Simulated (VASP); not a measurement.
Here is the system:

```
Sb
1.0
    4.10069    -2.23595    -0.00176
    4.10069     2.23595    -0.00176
    2.88309     0.00000     3.67463
Sb
2
Cartesian
  2.58212   0.00000   0.85519
  8.50235   0.00000   2.81594
```

Method: PBE GGA, VASP's PBE PAW potentials (set 64) (plane waves; VASP). Run with 520 eV cut-off, 7×7×7 Γ-centred mesh, Gaussian smearing of 0.050 eV, potentials Sb.

Question: The ions and cell shape at fixed volume are relaxed. What does this cell relax into?

Answer: 
```
Sb
1.0
    4.17696    -2.21194     0.03811
    4.17696     2.21194     0.03811
    2.97243     0.00000     3.67503
Sb
2
Direct
  0.22994   0.22994   0.22994
  0.77006   0.77006   0.77006
```
Space group R-3m (166), at a tolerance of 0.03 Å.

Question: How much energy does the relaxation gain?

Answer: The energy (σ→0) changes by -6.0 meV/atom, in 6 ionic steps.

The compound is Sb in the a7 structure. This cell is one point of a volume scan, at 1.06 of the reference volume. Symmetry was kept, so distortions that lower it aren't found.
